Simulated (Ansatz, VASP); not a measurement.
# Cross-check of BeMoS3 between VASP and Ansatz, part 2 of 3

Wanted: the spread between two codes on one cell, functional and k mesh. The cell is generated by rule, not measured, and may not be a known phase. The cell is taken from a series of runs on this material, whose earlier steps may have relaxed, scaled, displaced or heated it; both programs get it as it stands.

VASP 6.6.1 and Ansatz 0.2.0.

So far: The starting structure; Ansatz: zone-centre phonons, PBEsol.

## Step 3: VASP: zone-centre phonons, PBEsol

Level of this step: PBEsol, no spin polarisation; plane waves and PAW (Be, Mo_sv, S); invented cell (VASP).

The same cell, functional, mesh and smearing now go to VASP, with its own data sets.

Lines of VASP's logs that name or quote its potential files are left out, and so is its time.

INCAR reads:

```
SYSTEM = BeMoS3
PREC = Accurate
ENCUT = 600
EDIFF = 1E-08
NELM = 120
ISMEAR = 1
SIGMA = 0.15
LREAL = .FALSE.
ALGO = Normal
GGA = PS
NBANDS = 23
LASPH = .TRUE.
LORBIT = 11
LWAVE = .FALSE.
LCHARG = .FALSE.
ISIF = 2
IBRION = 8
GGA_COMPAT = .FALSE.
KPAR = 2
```

POSCAR reads:

```
BeMoS3
1.0
    4.6206887221      0.0000000000      0.0000000000
    0.0000000000      4.6206887221      0.0000000000
    0.0000000000      0.0000000000      4.6206887221
Be Mo S
1 1 3
Direct
    0.5000000000      0.5000000000      0.5000000000
    0.0000000000      0.0000000000      0.0000000000
    0.0000000000      0.5000000000      0.0000000000
    0.0000000000      0.0000000000      0.5000000000
    0.5000000000      0.0000000000      0.0000000000
```

KPOINTS reads:

```
Automatic mesh
0
Gamma
6 6 6
0 0 0
```

Potentials, in the order of the species: Be, Mo_sv and S (PBE family, release 64).

Command:

```sh
$ mpirun -np 2 vasp_std
```

The program printed:

```text
[banner, memory and clock lines left out]
running    2 mpi-ranks, on    1 nodes
 distrk:  each k-point on    1 cores,    2 groups
 distr:  one band on    1 cores,    1 groups

 POSCAR found type information on POSCAR BeMoS
 POSCAR found :  3 types and       5 ions
|                                                                             |
|               ----> ADVICE to this user running VASP <----                  |
|                                                                             |
|     You enforced a specific xc type in the INCAR file but a different       |
|     [... a line on the potential file left out ...]
|     I HOPE YOU KNOW WHAT YOU ARE DOING!                                     |
|                                                                             |

 LDA part: xc-table for (Slater+PW92), standard interpolation
 POSCAR, INCAR and KPOINTS ok, starting setup
 FFT: planning ... GRIDC
 FFT: planning ... GRID_SOFT
 FFT: planning ... GRID
 WAVECAR not read
 entering main loop
       N       E                     dE             d eps       ncg     rms          rms(c)
DAV:   1     0.254649245211E+03    0.25465E+03   -0.17538E+04   920   0.150E+03
DAV:   2    -0.121323057885E+02   -0.26678E+03   -0.25692E+03  1137   0.331E+02
DAV:   3    -0.291187538984E+02   -0.16986E+02   -0.16330E+02  1251   0.789E+01
DAV:   4    -0.294483382265E+02   -0.32958E+00   -0.32904E+00  1054   0.110E+01
DAV:   5    -0.294568836665E+02   -0.85454E-02   -0.85437E-02  1282   0.177E+00    0.277E+01
DAV:   6    -0.274722828865E+02    0.19846E+01   -0.12968E+01   941   0.228E+01    0.977E+00
DAV:   7    -0.270137993058E+02    0.45848E+00   -0.48449E+00  1018   0.159E+01    0.882E+00
DAV:   8    -0.266974128770E+02    0.31639E+00   -0.99900E-01  1018   0.678E+00    0.216E+00
DAV:   9    -0.266919374417E+02    0.54754E-02   -0.60199E-02  1144   0.134E+00    0.632E-01
DAV:  10    -0.266912343915E+02    0.70305E-03   -0.55567E-03  1081   0.559E-01    0.156E-01
DAV:  11    -0.266910972419E+02    0.13715E-03   -0.76023E-04  1102   0.198E-01    0.350E-02
DAV:  12    -0.266910746676E+02    0.22574E-04   -0.11757E-04  1137   0.626E-02    0.118E-02
DAV:  13    -0.266910750188E+02   -0.35129E-06   -0.48517E-06  1095   0.152E-02    0.519E-03
DAV:  14    -0.266910751434E+02   -0.12460E-06   -0.72563E-07  1209   0.551E-03    0.117E-03
DAV:  15    -0.266910751282E+02    0.15194E-07   -0.10683E-07  1132   0.209E-03    0.317E-04
DAV:  16    -0.266910750884E+02    0.39812E-07   -0.12562E-08   870   0.479E-04    0.985E-05
DAV:  17    -0.266910750881E+02    0.35106E-09   -0.20148E-09   635   0.263E-04
   1 F= -.26691075E+02 E0= -.26688476E+02  d E =-.779806E-02
 Linear response reoptimize wavefunctions to high precision
DAV:   1    -0.266910750891E+02   -0.10282E-08   -0.80171E-10   670   0.209E-04
DAV:   2    -0.266910750892E+02   -0.76398E-10   -0.10854E-10   600   0.546E-05
 Linear response DOF=           4
 Linear response progress:
  Degree of freedom:   1/  4
       N       E                     dE             d eps       ncg     rms          rms(c)
RMM:   1    -0.404234985765E-02   -0.40423E-02   -0.33763E-03  2983   0.209E-01
RMM:   2    -0.392358539313E-02    0.11876E-03   -0.19997E-04  2862   0.434E-02    0.286E-02
RMM:   3    -0.381953290568E-02    0.10405E-03   -0.23194E-05  2861   0.131E-02    0.184E-02
RMM:   4    -0.369890305121E-02    0.12063E-03   -0.88461E-06  2895   0.120E-02    0.228E-03
RMM:   5    -0.369395745143E-02    0.49456E-05   -0.11532E-06  3023   0.239E-03    0.111E-03
RMM:   7    -0.369681335791E-02   -0.81333E-06   -0.17785E-08  2890   0.571E-04    0.117E-04
RMM:   8    -0.369649600000E-02    0.31736E-06   -0.43850E-09  3120   0.137E-04    0.633E-05
RMM:   9    -0.369660903402E-02   -0.11303E-06   -0.30101E-09  2989   0.852E-05    0.195E-05
RMM:  10    -0.369660986075E-02   -0.82673E-09   -0.12808E-09  3104   0.275E-05    0.130E-05
 first order change of Fermi-energy   0.18260E-03
 force on displaced ion       1 direction 1 :   2.142   0.000  -0.000
 Linear response progress:
  Degree of freedom:   2/  4
       N       E                     dE             d eps       ncg     rms          rms(c)
RMM:   1    -0.825535698717E+00   -0.82554E+00    0.41361E+00  2266   0.186E+01
RMM:   2    -0.628374042967E+00    0.19716E+00   -0.29515E-01  2756   0.317E+00    0.212E-01
RMM:   3    -0.628416453127E+00   -0.42410E-04   -0.55205E-03  3140   0.451E-01    0.110E-01
RMM:   4    -0.627270484200E+00    0.11460E-02   -0.82351E-04  3430   0.155E-01    0.287E-02
RMM:   5    -0.627136094363E+00    0.13439E-03   -0.78488E-05  3790   0.405E-02    0.181E-02
RMM:   6    -0.627062916838E+00    0.73178E-04   -0.21042E-05  3542   0.172E-02    0.591E-03
RMM:   7    -0.627051539920E+00    0.11377E-04   -0.15563E-06  3350   0.854E-03    0.146E-03
RMM:   8    -0.627059523498E+00   -0.79836E-05   -0.15099E-06  3632   0.358E-03    0.675E-04
RMM:   9    -0.627065490779E+00   -0.59673E-05    0.52963E-07  3614   0.156E-03    0.408E-04
RMM:  10    -0.627071161863E+00   -0.56711E-05    0.12214E-06  3456   0.922E-04    0.133E-04
RMM:  11    -0.627069371797E+00    0.17901E-05   -0.10776E-07  3499   0.456E-04    0.467E-05
RMM:  12    -0.627069063437E+00    0.30836E-06   -0.59560E-08  3840   0.242E-04    0.163E-05
RMM:  13    -0.627069121702E+00   -0.58265E-07   -0.25211E-08  3706   0.135E-04    0.111E-05
RMM:  14    -0.627069232756E+00   -0.11105E-06    0.52477E-08  3731   0.922E-05    0.574E-06
RMM:  15    -0.627069322245E+00   -0.89489E-07   -0.22500E-08  3868   0.666E-05    0.231E-06
RMM:  16    -0.627069328488E+00   -0.62430E-08   -0.12047E-08  3867   0.496E-05    0.227E-06
 first order change of Fermi-energy   0.19763E-02
 force on displaced ion       2 direction 1 :  -4.437   0.000  -0.000
 Linear response progress:
  Degree of freedom:   3/  4
       N       E                     dE             d eps       ncg     rms          rms(c)
RMM:   1    -0.116231127210E+00   -0.11623E+00   -0.49686E-02  6440   0.148E+00
RMM:   2    -0.109452818470E+00    0.67783E-02   -0.83033E-03  4436   0.394E-01    0.330E-02
RMM:   3    -0.109792664933E+00   -0.33985E-03   -0.31624E-04  4467   0.672E-02    0.200E-02
RMM:   4    -0.109995504989E+00   -0.20284E-03   -0.63837E-05  4753   0.229E-02    0.940E-03
RMM:   5    -0.110007436992E+00   -0.11932E-04   -0.54497E-06  5057   0.647E-03    0.519E-03
RMM:   6    -0.110011559044E+00   -0.41221E-05   -0.36458E-07  4799   0.286E-03    0.195E-03
RMM:   7    -0.110014577849E+00   -0.30188E-05    0.24608E-07  4807   0.130E-03    0.985E-04
RMM:   8    -0.110016692093E+00   -0.21142E-05   -0.35318E-07  4872   0.617E-04    0.474E-04
RMM:   9    -0.110017299869E+00   -0.60778E-06    0.12771E-07  4915   0.319E-04    0.135E-04
RMM:  10    -0.110017499498E+00   -0.19963E-06    0.25010E-07  5113   0.134E-04    0.296E-05
RMM:  11    -0.110017780935E+00   -0.28144E-06    0.65763E-08  5008   0.666E-05    0.140E-05
RMM:  12    -0.110017661379E+00    0.11956E-06    0.24558E-07  5524   0.356E-05    0.365E-06
RMM:  13    -0.110017627205E+00    0.34174E-07   -0.10917E-07  5165   0.264E-05    0.131E-06
RMM:  14    -0.110017631140E+00   -0.39351E-08   -0.54330E-08  4842   0.236E-05    0.813E-07
 first order change of Fermi-energy   0.52403E-03
 force on displaced ion       3 direction 1 :   0.960   0.000   0.000
 Linear response progress:
  Degree of freedom:   4/  4
       N       E                     dE             d eps       ncg     rms          rms(c)
RMM:   1    -0.134640466391E+00   -0.13464E+00   -0.10110E-01  4198   0.189E+00
RMM:   2    -0.118848313959E+00    0.15792E-01   -0.11980E-02  2872   0.477E-01    0.259E-01
RMM:   3    -0.119246100242E+00   -0.39779E-03   -0.17568E-03  2726   0.179E-01    0.122E-01
RMM:   4    -0.119776752625E+00   -0.53065E-03   -0.46481E-04  2918   0.956E-02    0.278E-02
RMM:   5    -0.119807961761E+00   -0.31209E-04   -0.44934E-05  2950   0.339E-02    0.849E-03
RMM:   6    -0.119823151837E+00   -0.15190E-04   -0.39439E-06  2979   0.825E-03    0.614E-03
RMM:   7    -0.119843315622E+00   -0.20164E-04    0.18754E-06  2939   0.477E-03    0.306E-03
RMM:   8    -0.119846550684E+00   -0.32351E-05    0.40049E-07  3008   0.236E-03    0.585E-04
RMM:   9    -0.119847552821E+00   -0.10021E-05    0.13643E-07  3234   0.579E-04    0.343E-04
RMM:  10    -0.119849916804E+00   -0.23640E-05    0.68877E-08  3002   0.346E-04    0.632E-05
RMM:  11    -0.119849729173E+00    0.18763E-06    0.12960E-07  3174   0.107E-04    0.380E-05
RMM:  12    -0.119849816787E+00   -0.87614E-07   -0.13175E-07  3306   0.497E-05    0.547E-06
RMM:  13    -0.119849817224E+00   -0.43676E-09    0.13358E-07  3458   0.270E-05    0.240E-06
RMM:  14    -0.119849800268E+00    0.16955E-07    0.55010E-08  2986   0.214E-05    0.693E-07
RMM:  15    -0.119849804227E+00   -0.39582E-08    0.15189E-08  2372   0.194E-05    0.237E-07
 first order change of Fermi-energy  -0.20171E-02
 force on displaced ion       3 direction 2 :  -0.000 -14.418   0.000
 Linear response finished
```

(Part 2 of 3 ends here.)

[Lines on the potential files, build, host, timing and source positions are cut from VASP's logs without a mark.]

[Logs are printed without paths, hosts, clocks, repeated set-up lines and the standing remarks that a program may print on its own settings, such as how far it seeks lower states.]

[Hosts, paths, dates, database ids (printed as entryN), source tags and the programs' standing remarks are cut or masked in the printed files.]
